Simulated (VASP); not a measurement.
Energy against volume of Tl (hcp). Method: rev-vdW-DF2, VASP's PBE PAW potentials (set 64) (plane waves; VASP). Numerical set-up: 520 eV cut-off, 12×12×7 Γ-centred mesh, first-order Methfessel-Paxton smearing of 0.10 eV, potentials Tl_d.

Shape and ions are relaxed at each volume.

```tsv
V (Å³/atom)	E (eV/atom)
28.212	0.50411
29.112	0.49427
30.013	0.49089
30.913	0.49289
```

**Question.** Fit these four points and predict the energy of the run at 31.814 Å³/atom.

**Answer.** A cubic in V^(−2/3), the third-order Birch-Murnaghan form, passes through the four points with V0 = 30.10 Å³/atom and B0 = 31 GPa, and gives 0.4994 eV/atom there. The run gave 0.4993 eV/atom, -0.1 meV/atom from the fit; all five points give B0 = 31 GPa.

The compound is Tl in the hcp structure. It was relaxed first, which changed the volume by +5 %.
